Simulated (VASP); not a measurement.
```xyz
4
Lattice="5.0253 0.0000 0.0000 -2.5127 4.3521 0.0000 0.0000 0.0000 6.2189" Properties=species:S:1:pos:R:3 pbc="T T T"
In     0.0000     2.9014     1.5547
In     2.5127     1.4507     4.6642
Sb     0.0000     2.9014     4.6642
Sb     2.5127     1.4507     1.5547
```

All values below come from r2SCAN meta-GGA, VASP's PBE PAW potentials (set 64) (plane waves; VASP). Settings: 400 eV cut-off, 8×8×6 Γ-centred mesh, tetrahedra with Blöchl corrections, potentials In_d Sb.

Question: Give the energies of bands 13 to 21 at the high-symmetry points, in eV from the Fermi level.

Answer: 
```
band      Γ      M      K      A      L      H
----  -----  -----  -----  -----  -----  -----
13    -4.23  -5.42  -4.96  -3.05  -6.06  -6.21
14    -3.03  -4.45  -4.96  -3.05  -6.06  -6.21
15    -2.04  -3.07  -3.93  -1.22  -2.15  -3.03
16    -2.04  -3.02  -2.45  -1.22  -2.15  -3.03
17    -0.19  -1.80  -2.45  -1.22  -0.28   0.59
18    -0.19  -0.91  -1.67  -1.22  -0.28   0.59
19    -0.06  -0.47   2.36   0.46   1.60   2.80
20     0.14   2.34   2.36   0.46   1.60   2.80
21     2.47   4.96   3.81   3.10   3.07   3.61
```

It has no gap at this level: it comes out as a metal or semimetal.

The structure was generated: InSb was put into the h-BN type (P6_3/mmc), which need not be its known phase. It was relaxed first, which changed the volume by -39 %.
